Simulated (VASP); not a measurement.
Input of a VASP 6.6.1 run:

The input INCAR:

```
SYSTEM = ZnGaP
PREC = Accurate
ENCUT = 600
EDIFF = 1E-6
ISMEAR = -1
SIGMA = 0.05
LREAL = .FALSE.
LASPH = .TRUE.
NELM = 100
ALGO = Fast
ISIF = 3
LWAVE = .FALSE.
LCHARG = .FALSE.
GGA = PS
IVDW = 12
IBRION = 2
NSW = 60
EDIFFG = -0.01
```

File KPOINTS:

```
regular mesh
0
G
  8 8 6
  0 0 0
```

File POSCAR:

```
ZnGaP
1.0
    4.0159400000      0.0000000000      0.0000000000
   -2.0079700000      3.4779100000      0.0000000000
    0.0000000000      0.0000000000      4.4042000000
Zn Ga P
1 1 1
Direct
    0.0000000000      0.0000000000      0.5000000000
    0.6666700000      0.3333300000      0.0000000000
    0.3333300000      0.6666700000      0.5000000000
```

Potentials or basis: VASP PAW PBE potentials, release 64 (Zn, Ga_d, P).

Launch:

```console
$ cat potpaw_PBE.64/Zn/POTCAR potpaw_PBE.64/Ga_d/POTCAR potpaw_PBE.64/P/POTCAR > POTCAR
$ mpirun -np 1 vasp_std > vasp.out
```

Task: Predict the relaxed cell.

Result: a = 3.930 Å, b = 3.930 Å, c = 4.050 Å, α = 90.00°, β = 90.00°, γ = 120.00°.

Task: Predict the relaxed volume.

Result: 18.06 Å³/atom.

Step by step:
| step | energy change (eV) | largest force (eV/Å) | pressure (GPa) | volume (Å³) |
| --- | --- | --- | --- | --- |
| 1 | 0.0000 | 0.0002 | -4.46 | 61.51 |
| 2 | -0.0930 | 0.0001 | -0.77 | 56.58 |
| 3 | -0.0938 | 0.0001 | -0.26 | 56.17 |
| 4 | -0.1157 | 0.0000 | 0.23 | 55.09 |
| 5 | -0.1257 | 0.0001 | 0.85 | 53.97 |
| 6 | -0.1263 | 0.0002 | 1.04 | 53.63 |
| 7 | -0.1277 | 0.0001 | -0.73 | 54.70 |
| 8 | -0.1293 | 0.0000 | -0.05 | 54.23 |
| 9 | -0.1293 | 0.0000 | -0.11 | 54.24 |
| 10 | -0.1293 | 0.0000 | 0.01 | 54.18 |

Caveat: the PAW data sets were made with another functional, which shifts forces and pressure a little; pairwise dispersion overbinds metals, which lowers pressure and volume.
